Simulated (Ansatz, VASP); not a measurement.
## TaAl20 (S5(210) boundary in fcc Al with Ta (substitutional)): VASP beside Ansatz

Wanted: the spread between two codes on one cell, functional and k mesh. Of the first pair: The structure shown is the start of the Ansatz relaxation below; VASP solves that cell, so the two are compared at the walk's first step.

Calculated with Ansatz 0.2.0; plane waves, with VASP 6.6.1 beside it; single point at PBE.

**1. The structure**

The cell holds 21 atoms: 20 Al and 1 Ta. Cell: a = 4.958 Å, b = 4.048 Å, c = 30.008 Å, α = 90.0°, β = 90.0°, γ = 65.9°. It derives from Al. As first built, before any earlier steps moved the atoms (in the runner's words): plane [2, 1, 0]; removed 2; opened 0. Vacuum lies along c.

**2. Ansatz: relaxation, PBE**

Ansatz runs on its PAW soft_1 files.

The two programs are compared at the cell with which this relaxation starts, whose forces are those of its first step.

input.yaml reads:

```yaml
crystal:
  lattice:
    - [4.957730497, 0.0, 0.0]
    - [1.6525768323, 3.6952741352, 0.0]
    - [0.0, 0.0, 30.0082257911]
  atoms:
    - { symbol: Al, position: [0.6, 0.7000000001, 0.1666209804] }
    - { symbol: Al, position: [0.2, 0.4000000001, 0.1967844967] }
    - { symbol: Al, position: [0.8, 0.1000000001, 0.226948013] }
    - { symbol: Al, position: [0.4, 0.8000000001, 0.2571115294] }
    - { symbol: Al, position: [1.0, 0.5000000001, 0.2872750457] }
    - { symbol: Al, position: [0.6, 0.2, 0.3174385621] }
    - { symbol: Al, position: [0.2, 0.9, 0.3476020784] }
    - { symbol: Al, position: [0.8, 0.6, 0.3777655948] }
    - { symbol: Al, position: [0.4, 0.3, 0.4079291111] }
    - { symbol: Ta, position: [0.0, 0.0, 0.4380926274] }
    - { symbol: Al, position: [0.8, 0.6, 0.4984196601] }
    - { symbol: Al, position: [0.2, 0.9, 0.5285831765] }
    - { symbol: Al, position: [0.6, 0.2, 0.5587466928] }
    - { symbol: Al, position: [1.0, 0.5000000001, 0.5889102092] }
    - { symbol: Al, position: [0.4, 0.8000000001, 0.6190737255] }
    - { symbol: Al, position: [0.8, 0.1000000001, 0.6492372419] }
    - { symbol: Al, position: [0.2, 0.4000000001, 0.6794007582] }
    - { symbol: Al, position: [0.6, 0.7000000001, 0.7095642745] }
    - { symbol: Al, position: [1.0, 1.0e-10, 0.7397277909] }
    - { symbol: Al, position: [0.4, 0.3000000001, 0.7698913072] }
    - { symbol: Al, position: [0.8, 0.6000000001, 0.8000548236] }
kpoints:
  mp_grid: { grid: [6, 6, 1] }
hamiltonian:
  xc: pbe
  pseudopotentials: { kind: paw, azcp: { folder: soft_1 } }
scf:
  occupations: { method: fermi_dirac, width: 0.1 }
relax:
  f_tol: 0.03
  max_steps: 80
  constraints: [{ sites: [0, 1, 2, 3] }]
```

The run is started by

```sh
> ansatz run input.yaml --threads 4 --pin off --max-ram 15360MiB --backend cpu --events-out ev --progress --plain --runs-dir out
```

Numbers of over 12 decimals in the logs are rounded to 6 here.

Log:

```text
Engine: ansatz 0.2.0, aarch64-unknown-linux-gnu
Pseudopotentials: kind: paw
Pseudopotential: Al, paw, valence charge 3, recommended cutoff 420 eV (normal), soft_1/Al.paw.azcp
Pseudopotential: Ta, paw, valence charge 13, recommended cutoff 420 eV (normal), soft_1/Ta.paw.azcp
Functional definition: PBE
  parameter kappa = 0.804
  parameter beta = 0.066725
  exchange = pbe_x(kappa = kappa, mu = beta*pi^2/3)
  correlation = pbe_c(beta = beta)
Crystal: 21 atoms, lattice volume = 549.756 Å³
Basis set: ecut = 420 eV, 10749 PW (Γ), exchange–correlation on 72×60×432 points (8 copies of the dense FFT grid, shifted against one another)
Bands: 58, of which v1, the nominal top of the filled ones, is band 37 counted from 1 (36 counted from 0)
Symmetry: 2 space group operations
Space group: Cm (ITA 8), of the structure as read, at distance tolerance 8.2e-5 Å
k-points: 13 of 36 (time reversal used)
Non-local potential: Al, projectors of the file, l = 0: 2, l = 1: 2, l = 2: 1
Non-local potential: Ta, projectors of the file, l = 0: 3, l = 1: 2, l = 2: 2, l = 3: 1
PAW form: soft (Blöchl's): semilocal exchange-correlation on the pseudo side does not see the compensation charge
PAW one-centre angular grid: Al, 110 points (default); XC on 64 Gauss nodes
PAW one-centre angular grid: Ta, 590 points (default); XC on 64 Gauss nodes
Initial density: superposition of atomic densities (neutral atoms: chi_scale 0, normalization atom)
Initial wavefunctions: pseudopotential atomic-orbital guess
Functional: x = pbe(κ = 0.804, μ = 0.219515), c = pbe(β = 0.066725)
SCF iter   1: F=—  HF=-20682.276608 eV  |F-HF|=—  |Δ(HF+E_count)|=         —  Δρ=2.24e-2  dr2=3.76e1  ethr=3.10e-3  ⟨swp⟩=9.5  Hψ=4420  notcnv=0  defer=8
preconditioner: auto → LDOS  [metal: Δε(μ)=0.045 eV  Ē_g=6.181 eV  σ=0.100 eV  W_gap=0.11  n_scr=80 (ndim 8)  ℏωp=12.8 eV  f_vac=0.236  D(μ)=10.88/eV (n_scr^D=72)  β→1.0]
SCF iter   2: F=—  HF=-20679.792626 eV  |F-HF|=—  |Δ(HF+E_count)|=    2.48e0  Δρ=7.73e-3  dr2=8.33e-1  ethr=3.10e-3  ⟨swp⟩=5.0  Hψ=2002  notcnv=0  defer=23
SCF iter   3: F=—  HF=-20679.765489 eV  |F-HF|=—  |Δ(HF+E_count)|=   2.71e-2  Δρ=2.11e-3  dr2=9.08e-2  ethr=1.14e-3  ⟨swp⟩=4.0  Hψ=1450  notcnv=0  defer=23
SCF iter   4: F=—  HF=-20679.751879 eV  |F-HF|=—  |Δ(HF+E_count)|=   1.36e-2  Δρ=5.56e-4  dr2=3.69e-3  ethr=1.24e-4  ⟨swp⟩=2.6  Hψ=1381  notcnv=0  defer=22
SCF iter   5: F=—  HF=-20679.752146 eV  |F-HF|=—  |Δ(HF+E_count)|=   2.67e-4  Δρ=1.95e-4  dr2=5.67e-4  ethr=5.05e-6  ⟨swp⟩=2.0  Hψ=1238  notcnv=0  defer=22
SCF iter   6: F=—  HF=-20679.752095 eV  |F-HF|=—  |Δ(HF+E_count)|=   5.02e-5  Δρ=4.56e-5  dr2=2.33e-5  ethr=7.76e-7  ⟨swp⟩=2.0  Hψ=1231  notcnv=0  defer=22
SCF iter   7: F=-20679.752095 eV  HF=-20679.752095 eV  |F-HF|=2.46e-7  |Δ(HF+E_count)|=   1.59e-7  Δρ=1.43e-5  dr2=2.02e-6  ethr=3.08e-8  ⟨swp⟩=5.0  Hψ=2415  notcnv=0
SCF 1 converged in 7 iterations: F = -20679.752095 eV  dr2 = 2.02e-6
  greatest PAW one-centre occupation: 0.999 electrons in one spin orbital (limit 2), on the Ta atom at site 9 (counted from 0), in its partial waves of l = 0
relax step   1: F+E_penalty+E_count = -20679.75209508 eV  Δ(F+E_penalty+E_count) = +0.000e0 eV  max|allowed force component| = 6.287e-1 eV/Å  Δτ_max = 0.0000 Å  (7 SCF iters, dr2 threshold 2.25e-5 eV, accepted)
[...]
relax step   2: F+E_penalty+E_count = -20680.07109530 eV  Δ(F+E_penalty+E_count) = -3.190e-1 eV  max|allowed force component| = 4.069e-1 eV/Å  Δτ_max = 0.1948 Å  (5 SCF iters, dr2 threshold 2.47e-5 eV, accepted)
[...]
relax step  11: F+E_penalty+E_count = -20680.61252993 eV  Δ(F+E_penalty+E_count) = -6.593e-3 eV  max|allowed force component| = 4.117e-2 eV/Å  Δτ_max = 0.1950 Å  (6 SCF iters, dr2 threshold 1.04e-6 eV, accepted)
[...]
relax step  12: F+E_penalty+E_count = -20680.61144762 eV  Δ(F+E_penalty+E_count) = +1.082e-3 eV  max|allowed force component| = 1.000e-1 eV/Å  Δτ_max = 0.1950 Å  (6 SCF iters, dr2 threshold 1.51e-6 eV, rejected (line search))
[...]
relax step  13: F+E_penalty+E_count = -20680.61647915 eV  Δ(F+E_penalty+E_count) = -3.949e-3 eV  max|allowed force component| = 6.428e-2 eV/Å  Δτ_max = 0.0937 Å  (6 SCF iters, accepted)
[...]
relax step  14: F+E_penalty+E_count = -20680.61837151 eV  Δ(F+E_penalty+E_count) = -1.892e-3 eV  max|allowed force component| = 2.036e-2 eV/Å  Δτ_max = 0.0821 Å  (5 SCF iters, dr2 threshold 3.67e-6 eV, accepted)
[...]
relax step  15: F+E_penalty+E_count = -20680.61837202 eV  Δ(F+E_penalty+E_count) = -5.189e-7 eV  max|allowed force component| = 2.085e-2 eV/Å  Δτ_max = 0.0000 Å  (3 SCF iters, accepted)
SCF converged after 3 iterations
Free energy (F): -20680.618372 eV
Harris-Foulkes:  -20680.618372 eV  (|F-HF|=2.15e-10)
Internal energy: -20680.345875 eV  (E = F + TS)
E sigma→0 (E₀):  -20680.482124 eV
Entropy (-TS):   -0.272497 eV (-12.976 meV/atom)
Fermi energy:    3.821944 eV
--- Per-component energies (eV) ---
  E_band       = -320.747988
  E_kinetic    = 827.835279
  E_local      = -21124.825498  (includes V_loc(G=0)·N_el)
  E_nonlocal   = 191.218404
  E_hartree    = 10381.058085
  E_xc         = -1065.356932
  E_vxc        = -804.020979  (∫ρ·V_xc dr)
  E_paw        = -17692.815491  (= ΣΔE_a)
  E_vpaw       = -173.071887  (= ΣTr[D̂ρ^β])
  E_aug_tail   = 0.000059  (compensation charges beyond the density's cutoff)
  E_ewald      = 7802.540220
  E_smearing   = -0.272497  (= −TS)
  E_closure    = 0.000000  (closes the sum)
  Σ components = -20680.618372   (vs F -20680.618372, Δ=0.00e0)
--- Forces (eV/Å), atoms counted from 1 ---
  atom   1  Al    -0.09907856     0.04430928     0.24438663
  atom   2  Al     0.01439970    -0.00643974    -0.19689760
  atom   3  Al    -0.00515734     0.00230643     0.02262725
  atom   4  Al     0.06686911    -0.02990477    -0.04020998
  atom   5  Al    -0.00087816     0.00039272    -0.00641692
  atom   6  Al     0.00266515    -0.00119189     0.01178466
  atom   7  Al     0.00415887    -0.00185990    -0.00309892
  atom   8  Al    -0.00822484     0.00367826    -0.01333415
  atom   9  Al     0.00703096    -0.00314434    -0.00099744
  atom  10  Ta     0.02084944    -0.00932415    -0.00226763
  atom  11  Al    -0.01134194     0.00507227     0.00252645
  atom  12  Al    -0.00899426     0.00402235     0.00289420
  atom  13  Al     0.00356559    -0.00159458     0.00571303
  atom  14  Al     0.00956880    -0.00427930    -0.00288467
  atom  15  Al    -0.00033297     0.00014891    -0.01348321
  atom  16  Al     0.00103269    -0.00046183     0.00206884
  atom  17  Al    -0.00102697     0.00045928     0.00227317
  atom  18  Al    -0.00090428     0.00040441    -0.00048815
  atom  19  Al     0.00385808    -0.00172539    -0.00313431
  atom  20  Al    -0.00129213     0.00057786    -0.00364228
  atom  21  Al     0.00324365    -0.00145060    -0.00741702
  max |Σ_I F_I| component: 1.06e-5 eV/Å
--- Relaxed structure (15 steps of the walk, 14 accepted, 0 SCFs on fresh bases) ---
  F+E_penalty+E_count = -20680.61837202 eV   max|allowed force component| = 2.085e-2 eV/Å
  atoms:
    - { symbol: Al, position: [0.600000, 0.700000, 0.166621] }
    - { symbol: Al, position: [0.200000, 0.4, 0.1967844967] }
    - { symbol: Al, position: [0.800000, 0.100000, 0.226948] }
    - { symbol: Al, position: [0.400000, 0.800000, 0.2571115294] }
    - { symbol: Al, position: [1.015593, 0.492204, 0.287505] }
    - { symbol: Al, position: [0.623837, 0.188081, 0.317999] }
    - { symbol: Al, position: [0.239653, 0.880174, 0.348483] }
    - { symbol: Al, position: [0.847369, 0.576316, 0.377136] }
    - { symbol: Al, position: [0.435568, 0.282216, 0.412699] }
    - { symbol: Ta, position: [0.030163, -0.015082, 0.436013] }
    - { symbol: Al, position: [0.650376, 0.674812, 0.462504] }
    - { symbol: Al, position: [0.242587, 0.878707, 0.522748] }
    - { symbol: Al, position: [0.667093, 0.166454, 0.527279] }
    - { symbol: Al, position: [1.026332, 0.486834, 0.576341] }
    - { symbol: Al, position: [0.440481, 0.779759, 0.606796] }
    - { symbol: Al, position: [0.822135, 0.088932, 0.635104] }
    - { symbol: Al, position: [0.221298, 0.389351, 0.665780] }
    - { symbol: Al, position: [0.605110, 0.697445, 0.696914] }
    - { symbol: Al, position: [1.001618, -0.000809123, 0.726468] }
    - { symbol: Al, position: [0.389708, 0.305146, 0.761473] }
    - { symbol: Al, position: [0.783238, 0.608381, 0.784158] }
```

[end of part 1 of 3]

[Lines on the potential files, build, host, timing and source positions are cut from VASP's logs without a mark.]

[Logs are printed without paths, hosts, clocks, repeated set-up lines and the standing remarks that a program may print on its own settings, such as how far it seeks lower states.]

[Hosts, paths, dates, database ids (printed as entryN), source tags and the programs' standing remarks are cut or masked in the printed files.]
